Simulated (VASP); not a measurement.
# Al3Si2F (P4/mmm) in VASP: further runs

The runs below take Al3Si2F through relaxation of cell and atoms, with PBE.

Everything below comes from runs of VASP 6.6.1. Logs are shortened: lines on timing, memory, paths and dates and some standing lists are left out, and cuts for length are marked.

## Step 1: The crystal as given

The structure is tetragonal, space group P4/mmm (No. 123). The conventional cell has a = 4.777 Å, b = 4.777 Å, c = 4.348 Å, α = 90.00°, β = 90.00°, γ = 90.00°. Al (site symmetry mmm) has 2 Si at 2.17 Å and 2 Al at 2.39 Å as nearest neighbours. Al (site symmetry 4/mmm) has 2 F at 2.17 Å and 4 Al at 2.39 Å as nearest neighbours. Around Si (site symmetry mmm) lie 2 Al at 2.17 Å and 2 F at 2.39 Å. F (site symmetry 4/mmm) is surrounded by 2 Al at 2.17 Å and 4 Si at 2.39 Å.

The cell was built by a generator and needn't be a form met in nature.

## Step 2: Relaxation of cell and atoms, PBE

The input, INCAR:

```
PREC = Normal
ENCUT = 520
EDIFF = 1E-4
ISMEAR = 0
SIGMA = 0.15
LREAL = F
LASPH = T
NELM = 60
ALGO = Fast
ISIF = 3
LWAVE = F
LCHARG = F
GGA = PE
IBRION = 2
NSW = 24
EDIFFG = -0.08
KPAR = 2
```

The input, KPOINTS:

```
Automatic mesh
0
Gamma
  3 3 3
```

The input, POSCAR:

```
Al3Si2F
1.0
    4.7766836400      0.0000000000      0.0000000000
    0.0000000000      4.7766836400      0.0000000000
    0.0000000000      0.0000000000      4.3479208500
Al Si F
3 2 1
Direct
    0.0000000000      0.5000000000      0.5000000000
    0.5000000000      0.0000000000      0.5000000000
    0.5000000000      0.5000000000      0.5000000000
    0.0000000000      0.5000000000      0.0000000000
    0.5000000000      0.0000000000      0.0000000000
    0.5000000000      0.5000000000      0.0000000000
```

Potentials or basis: VASP PAW PBE potentials, release 64 (Al, Si, F).

The run is started by

```sh
cat potpaw_PBE.64/Al/POTCAR potpaw_PBE.64/Si/POTCAR potpaw_PBE.64/F/POTCAR > POTCAR
mpirun -np 2 vasp_std > vasp.out
```

OUTCAR:

```text
PREC = Normal
   ENCUT = 520
   EDIFF = 1E-4
   ISMEAR = 0
   LREAL = F
   LASPH = T
   NELM = 60
   ISIF = 3
   GGA = PE
   IBRION = 2
   NSW = 24
   EDIFFG = -0.08

 ion  position               nearest neighbor table
   1  0.000  0.500  0.500-   4 2.17   4 2.17   3 2.39   3 2.39
   2  0.500  0.000  0.500-   5 2.17   5 2.17   3 2.39   3 2.39
   3  0.500  0.500  0.500-   6 2.17   6 2.17   1 2.39   2 2.39   2 2.39   1 2.39   5 3.23   5 3.23
                             4 3.23   5 3.23   5 3.23   4 3.23   4 3.23   4 3.23
   4  0.000  0.500  0.000-   1 2.17   1 2.17   6 2.39   6 2.39   3 3.23   3 3.23   3 3.23   3 3.23

   5  0.500  0.000  0.000-   2 2.17   2 2.17   6 2.39   6 2.39   3 3.23   3 3.23   3 3.23   3 3.23

   6  0.500  0.500  0.000-   3 2.17   3 2.17   5 2.39   4 2.39   5 2.39   4 2.39

  LATTYP: Found a simple tetragonal cell.
 ALAT       =     4.7766836400
 C/A-ratio  =     0.9102383950

  Lattice vectors:

 A1 = (   4.7766836400,   0.0000000000,   0.0000000000)
 A2 = (   0.0000000000,   4.7766836400,   0.0000000000)
 A3 = (   0.0000000000,   0.0000000000,   4.3479208500)

Analysis of symmetry for initial positions (statically):
=====================================================================
 Subroutine PRICEL returns:
 Original cell was already a primitive cell.

 Routine SETGRP: Setting up the symmetry group for a
 simple tetragonal supercell.

 Subroutine GETGRP returns: Found 16 space group operations
 (whereof 16 operations were pure point group operations)
 out of a pool of 16 trial point group operations.

The static configuration has the point symmetry D_4h.

Analysis of symmetry for dynamics (positions and initial velocities):
=====================================================================
 Subroutine PRICEL returns:
 Original cell was already a primitive cell.

 Routine SETGRP: Setting up the symmetry group for a
 simple tetragonal supercell.

 Subroutine GETGRP returns: Found 16 space group operations
 (whereof 16 operations were pure point group operations)
 out of a pool of 16 trial point group operations.

The dynamic configuration has the point symmetry D_4h.

 Subroutine INISYM returns: Found 16 space group operations
 (whereof 16 operations are pure point group operations),
 and found     1 'primitive' translations

----------------------------------------------------------------------------------------

                                     Primitive cell

  volume of cell :      99.2052

  direct lattice vectors                    reciprocal lattice vectors
     4.776683640  0.000000000  0.000000000     0.209350268  0.000000000  0.000000000
     0.000000000  4.776683640  0.000000000     0.000000000  0.209350268  0.000000000
     0.000000000  0.000000000  4.347920850     0.000000000  0.000000000  0.229994987

[... 85 lines left out ...]
   EMIN   =  10.00;   EMAX   =-10.00  energy-range for DOS
   EFERMI =   0.00;   METHOD = LEGACY
   ISMEAR =     0;   SIGMA  =   0.15  broadening in eV -4-tet -1-fermi 0-gaus
   EFERMI_NEDOS =   21; number of points for ismear=-14 and -15
   IALGO  =     68    algorithm
   IMIX   =      4    mixing-type and parameters
     AMIX     =   0.40;   BMIX     =  1.00
     AMIX_MAG =   1.60;   BMIX_MAG =  1.00
  volume/ion in A,a.u.               =      16.53       111.58
  Fermi-wavevector in a.u.,A,eV,Ry     =   1.020079  1.927669 14.157688  1.040561
  Thomas-Fermi vector in A             =   2.153628
   LORBIT       =      0    0 simple, 1 ext, 2 COOP (PROOUT), +10 PAW based schemes
   GGA     = PE    functional components
   LHFCALC =     F    Hartree Fock is set to
   AEXX    =    0.0000 exact exchange contribution
   IVDW    =     0    specifies the selected vdW correction
   LEPSILON=     F    determine dielectric tensor
   LRPA    =     F    only Hartree local field effects (RPA)
 conjugate gradient relaxation of ions
 non-spin polarized calculation
 RMM-DIIS sequential band-by-band and
 Gauss-broadening in eV      SIGMA  =   0.15
  energy-cutoff  :      520.00
  volume of cell :       99.21
 maximum number of plane-waves:      2684
   NGX = 17   NGY = 17   NGZ = 17

--------------------------------------- Ionic step        1  -------------------------------------------

 number of electron      24.0000005 magnetization

 Free energy of the ion-electron system (eV)
  ---------------------------------------------------
  ext. energy  EPLUGINS =         0.00000000
  ---------------------------------------------------
  free energy    TOTEN  =       -20.56927589 eV

  energy without entropy =      -20.53247535  energy(sigma->0) =      -20.55087562

------------------------ aborting loop because EDIFF is reached ----------------------------------------

  FORCE on cell =-STRESS in cart. coord.  units (eV):
  Direction    XX          YY          ZZ          XY          YZ          ZX
  --------------------------------------------------------------------------------------
  -------------------------------------------------------------------------------------
  Total        7.3488245      7.3488245     27.9123876      0.0000000      0.0000000      0.0000000
  in kB      118.6844636    118.6844636    450.7886601      0.0000000      0.0000000      0.0000000
  external PRESSURE =     229.3858624 kB  Pullay stress =       0.0000000 kB
[... 27 lines left out ...]
--------------------------------------- Ionic step        2  -------------------------------------------

 number of electron      24.0000046 magnetization

 E-fermi :   3.7987     XC(G=0):  -8.6845

 val. band max:        3.7531190672   @ k =   0.3333   0.0000   0.3333
 cond. band min:       3.8130435632   @ k =   0.3333   0.0000   0.0000
 fundamental gap:      0.0599244960
 Fermi energy:         3.7987295493

 k-point     1 :       0.0000    0.0000    0.0000
  band No.  band energies     occupation
      1     -19.9718      2.00000
      2      -5.2752      2.00000
      3      -2.7978      2.00000
      4      -2.3757      2.00000
      5      -2.3757      2.00000
      6      -2.1908      2.00000
[... 382 lines left out ...]
--------------------------------------- Ionic step        9  -------------------------------------------

 number of electron      24.0000031 magnetization

 Free energy of the ion-electron system (eV)
  ---------------------------------------------------
  ext. energy  EPLUGINS =         0.00000000
  ---------------------------------------------------
  free energy    TOTEN  =       -22.26311065 eV

  energy without entropy =      -22.22038351  energy(sigma->0) =      -22.24174708

 E-fermi :   4.5800     XC(G=0):  -9.0494

 val. band max:        4.5307537660   @ k =   0.3333   0.3333   0.3333
 cond. band min:       4.6645706648   @ k =   0.3333   0.0000   0.0000
 fundamental gap:      0.1338168988
 Fermi energy:         4.5799650410

 k-point     1 :       0.0000    0.0000    0.0000
  band No.  band energies     occupation
      1     -19.7135      2.00000
      2      -5.0373      2.00000
      3      -2.5825      2.00000
      4      -2.1664      2.00000
      5      -2.1100      2.00000
      6      -2.1100      2.00000
[... 136 lines left out ...]
  FREE ENERGIE OF THE ION-ELECTRON SYSTEM (eV)
  ---------------------------------------------------
  free  energy   TOTEN  =       -22.2631106516 eV

  energy  without entropy=      -22.2203835113  energy(sigma->0) =      -22.24174708

 reached required accuracy - stopping structural energy minimisation
```

Run time: 24 s. Hardware: 2 MPI ranks of Intel Xeon Platinum 8175M at 2.50GHz (Skylake/Cascade Lake), shared host; peak memory 0.15 GiB.

Results:

```
Free energy                            : -22.2631 eV
Relaxed volume                         : 20.40 Å³/atom
Relaxed cell                           : a = 5.020 Å, b = 5.020 Å, c = 4.857 Å, α = 90.00°, β = 90.00°, γ = 90.00°
Space group after relaxing (to 0.05 Å) : P4/mmm (No. 123)
Energy gained by relaxing              : 282.3 meV/atom
Ionic steps                            : 9
Pressure after relaxing                : 0.0 GPa
Band gap on the k mesh                 : none (metal or under the smearing width)
```

The path:
| step | energy change (eV) | largest force (eV/Å) | pressure (GPa) | volume (Å³) |
| --- | --- | --- | --- | --- |
| 1 | 0.0000 | 0.0000 | 22.94 | 99.21 |
| 2 | -1.1232 | 0.0000 | -5.42 | 136.25 |
| 3 | -1.6664 | 0.0000 | 0.78 | 119.19 |
| 4 | -1.6666 | 0.0000 | 0.93 | 118.77 |
| 5 | -1.6658 | 0.0000 | 1.29 | 118.36 |
| 6 | -1.6904 | 0.0000 | 0.57 | 120.52 |
| 7 | -1.6925 | 0.0000 | 0.14 | 122.22 |
| 8 | -1.6933 | 0.0000 | 0.31 | 121.67 |
| 9 | -1.6938 | 0.0000 | 0.03 | 122.41 |

Final structure:
```cif
data_structure
_symmetry_space_group_name_H-M 'P 1'
_symmetry_Int_Tables_number 1
_cell_length_a 5.0202
_cell_length_b 5.0202
_cell_length_c 4.8571
_cell_angle_alpha 90.000
_cell_angle_beta 90.000
_cell_angle_gamma 90.000
_cell_volume 122.41
loop_
_atom_site_label
_atom_site_type_symbol
_atom_site_fract_x
_atom_site_fract_y
_atom_site_fract_z
_atom_site_occupancy
Al1 Al 0.00000 0.50000 0.50000 1
Al2 Al 0.50000 0.00000 0.50000 1
Al3 Al 0.50000 0.50000 0.50000 1
Si1 Si 0.00000 0.50000 0.00000 1
Si2 Si 0.50000 0.00000 0.00000 1
F1 F 0.50000 0.50000 0.00000 1
```

Caveat: the k mesh is coarse (spacing up to 0.48 Å⁻¹), so the values aren't converged; the volume moved by over 15 % at a fixed basis, so the end points are rough; the relaxation stopped at a loose force limit of 0.08 eV/Å, so its end isn't a converged minimum.

## Step 3: Relaxation of cell and atoms, PBE

This run uses another cell than the first one, of 14.09 Å³/atom, 0.852 times its volume.

INCAR is that of step 2.

The input, KPOINTS:

```
Automatic mesh
0
Gamma
  5 5 5
```

The input, POSCAR:

```
Al3Si2F
1.0
   -1.7075000000      5.1250000000      2.4150000000
    1.7075000000     -5.1250000000      2.4150000000
    1.7075000000      5.1250000000     -2.4150000000
Al Si F
3 2 1
Direct
    0.5833000000      0.7500000000      0.8333000000
    0.9167000000      0.7500000000      0.1667000000
    0.2500000000      0.7500000000      0.5000000000
    0.3333000000      0.0000000000      0.3333000000
    0.6667000000      0.0000000000      0.6667000000
    0.0000000000      0.0000000000      0.0000000000
```

Potentials or basis: VASP PAW PBE potentials, release 64 (Al, Si, F).

The run is started by

```sh
cat potpaw_PBE.64/Al/POTCAR potpaw_PBE.64/Si/POTCAR potpaw_PBE.64/F/POTCAR > POTCAR
mpirun -np 2 vasp_std > vasp.out
```

Run time: 3 min. Hardware: 2 MPI ranks of Intel Xeon Platinum 8175M at 2.50GHz (Skylake/Cascade Lake), shared host; peak memory 0.22 GiB.

The run converged. Its results:

```yaml
Free_energy: -25.5926 eV
Relaxed_volume: 19.62 Å³/atom
Relaxed_cell: a = 6.634 Å, b = 6.634 Å, c = 6.634 Å, α = 143.11°, β = 57.65°, γ = 137.33°
Space_group_after_relaxing_to_0.05_Å: Imm2 (No. 44)
Energy_gained_by_relaxing: 962.4 meV/atom
Ionic_steps: 16
Pressure_after_relaxing: 0.0 GPa
Largest_force_after_relaxing: 0.066 eV/Å
Band_gap_on_the_k_mesh: none (metal or under the smearing width)
```

Forces on the atoms (eV/Å):
```
Al   0.000 -0.002 -0.019
Al   0.000  0.002 -0.019
Al   0.000  0.000 -0.066
Si   0.000  0.035  0.055
Si   0.000 -0.035  0.055
F    0.000  0.000 -0.006
```

Stress tensor (GPa, compression positive):
```
-0.12  0.00  0.00
 0.00  0.18  0.00
 0.00  0.00 -0.07
```

Step by step:
```csv
step,energy change (eV),largest force (eV/Å),pressure (GPa),volume (Å³)
1,0.0000,4.0358,56.01,84.53
2,-3.4836,1.0447,-13.41,160.21
3,-5.5326,0.2153,-0.64,122.83
4,-5.5344,0.2108,-0.33,121.97
5,-5.5330,0.2148,0.21,121.13
6,-5.5901,0.2296,0.28,120.89
7,-5.6630,0.8003,0.43,119.88
8,-5.6917,0.7164,0.08,119.99
9,-5.7365,0.5176,-0.92,120.21
10,-5.7387,0.4810,-1.18,120.23
11,-5.7580,0.3057,-0.52,119.11
12,-5.7664,0.1690,0.29,117.78
13,-5.7694,0.1212,0.05,117.93
14,-5.7711,0.1057,-0.10,118.15
15,-5.7724,0.0940,-0.10,118.05
16,-5.7746,0.0661,0.00,117.74
```

Final structure:
```cif
data_structure
_symmetry_space_group_name_H-M 'P 1'
_symmetry_Int_Tables_number 1
_cell_length_a 6.6335
_cell_length_b 6.6335
_cell_length_c 6.6335
_cell_angle_alpha 143.110
_cell_angle_beta 57.650
_cell_angle_gamma 137.333
_cell_volume 117.74
loop_
_atom_site_label
_atom_site_type_symbol
_atom_site_fract_x
_atom_site_fract_y
_atom_site_fract_z
_atom_site_occupancy
Al1 Al 0.61233 0.76481 0.84752 1
Al2 Al 0.91729 0.76481 0.15248 1
Al3 Al 0.21131 0.71131 0.50000 1
Si1 Si 0.34987 0.01386 0.33601 1
Si2 Si 0.67785 0.01386 0.66399 1
F1 F 0.98134 0.98134 0.00000 1
```

Levels at points of the mesh, in eV from the Fermi level:
```csv
k point,band 8,band 9,band 10,band 11,band 12,band 13,band 14,band 15,band 16
"(0.00, 0.00, 0.00)",-3.27,-1.69,-1.46,-1.13,-0.54,-0.39,1.53,2.27,4.29
```

Caveat: the k mesh is coarse (spacing up to 0.45 Å⁻¹), so the values aren't converged; the volume moved by over 15 % at a fixed basis, so the end points are rough; the relaxation stopped at a loose force limit of 0.08 eV/Å, so its end isn't a converged minimum.

## Step 4: Relaxation of cell and atoms, PBE

This run uses another cell than the first one, of 15.36 Å³/atom, 0.929 times its volume.

INCAR is that of step 3.

The input, KPOINTS:

```
Automatic mesh
0
Gamma
  4 4 2
```

The input, POSCAR:

```
Al3Si2F
1.0
    3.1722057000      0.0000000000      0.0000000000
    0.0000000000      3.1722057000      0.0000000000
    0.0000000000      0.0000000000      9.1559918800
Al Si F
3 2 1
Direct
    0.0000000000      0.0000000000      0.6746923900
    0.0000000000      0.0000000000      0.3274696500
    0.5000000000      0.5000000000      0.8249817500
    0.0000000000      0.0000000000      0.9999432600
    0.5000000000      0.5000000000      0.5015775000
    0.5000000000      0.5000000000      0.1713354600
```

The run is started by

```sh
cat potpaw_PBE.64/Al/POTCAR potpaw_PBE.64/Si/POTCAR potpaw_PBE.64/F/POTCAR > POTCAR
mpirun -np 2 vasp_std > vasp.out
```

Run time: 53 s. Hardware: 2 MPI ranks of Intel Xeon Platinum 8175M at 2.50GHz (Skylake/Cascade Lake), shared host; peak memory 0.15 GiB.

Results (log left out):

```
Free energy                            : -25.4033 eV
Relaxed volume                         : 16.01 Å³/atom
Relaxed cell                           : a = 3.257 Å, b = 3.257 Å, c = 9.058 Å, α = 90.00°, β = 90.00°, γ = 90.00°
Space group after relaxing (to 0.05 Å) : P4mm (No. 99)
Energy gained by relaxing              : 140.9 meV/atom
Ionic steps                            : 15
Pressure after relaxing                : -0.2 GPa
Largest force after relaxing           : 0.074 eV/Å
Band gap on the k mesh                 : none (metal or under the smearing width)
```

Forces on the atoms (eV/Å):
```
Al   0.000  0.000  0.031
Al   0.000  0.000 -0.074
Al   0.000  0.000  0.058
Si   0.000  0.000 -0.040
Si   0.000  0.000  0.050
F    0.000  0.000 -0.027
```

The path:
```
step  energy change (eV)  largest force (eV/Å)  pressure (GPa)  volume (Å³)
   1              0.0000                1.5715            0.27        92.14
   2             -0.2410                1.0468           -0.48        92.48
   3             -0.4567                1.1179           -0.62        93.07
   4             -0.4637                1.1492           -0.49        93.18
   5             -0.5987                0.8631            0.14        92.45
   6             -0.6988                0.8233            1.52        91.41
   7             -0.7821                0.2508           -1.18        94.63
   8             -0.7986                0.2852           -0.89        94.59
   9             -0.8197                0.3077            0.58        93.36
  10             -0.8207                0.3180            0.73        93.09
  11             -0.8380                0.1223            0.63        94.19
  12             -0.8420                0.1146            0.36        95.31
  13             -0.8427                0.1090           -0.78        96.67
  14             -0.8433                0.1084           -0.50        96.02
  15             -0.8454                0.0737           -0.24        96.08
```

Final structure:
```xyz
6
Lattice="3.2570 0.0000 0.0000 0.0000 3.2570 0.0000 0.0000 0.0000 9.0576" Properties=species:S:1:pos:R:3 pbc="T T T"
Al    3.2570    0.0000    5.9761
Al    3.2570    0.0000    2.4633
Al    1.6285    1.6285    7.6431
Si    3.2570    0.0000    8.8540
Si    1.6285    1.6285    4.7618
F     1.6285    1.6285    2.0034
```

Levels at points of the mesh, in eV from the Fermi level:
```
           k point  band 9  band 10  band 11  band 12  band 13  band 14  band 15  band 16
(0.00, 0.00, 0.00)   -2.54     0.23     0.23     1.31     1.31     2.45     2.78     3.08
(0.50, 0.00, 0.00)   -3.49    -3.47    -1.09     0.43     0.99     1.74     2.64     2.69
(0.50, 0.50, 0.00)   -3.82    -3.82    -3.21    -2.70    -2.43    -0.37     0.23     0.23
(0.00, 0.00, 0.50)   -0.07     0.21     0.21     0.34     1.34     1.34     2.50     2.94
(0.50, 0.00, 0.50)   -3.81    -2.76    -1.50    -0.41     2.01     2.64     2.71     3.97
(0.50, 0.50, 0.50)   -3.71    -3.69    -3.69    -2.70    -1.48    -0.40     0.06     0.06
```

Caveat: the k mesh is coarse (spacing up to 0.50 Å⁻¹), so the values aren't converged; the relaxation stopped at a loose force limit of 0.08 eV/Å, so its end isn't a converged minimum.

## Step 5: Summary

| k mesh | gap on the mesh (eV) | pressure (GPa) | relaxed volume (Å³/atom) | largest force (eV/Å) |
| --- | --- | --- | --- | --- |
| 3 × 3 × 3 | none | 0.0 | 20.40 | - |
| 5 × 5 × 5 | none | 0.0 | 19.62 | 0.07 |
| 4 × 4 × 2 | none | -0.2 | 16.01 | 0.07 |

Alike in all rows: task relaxation of cell and atoms; level PBE; potentials or basis VASP PAW PBE potentials, release 64 (Al, Si, F); no spin polarisation; cell relaxed; cutoff (eV) 520; smearing gaussian 0.15 eV; the mesh is coarse, so values aren't converged.

Caveats: all runs use coarse meshes; the relaxation stopped at a loose force limit of 0.08 eV/Å, so its end isn't a converged minimum; the volume moved by over 15 % at a fixed basis, so the end points are rough (some runs).

Absolute energies hang on the potentials; compare differences alone.
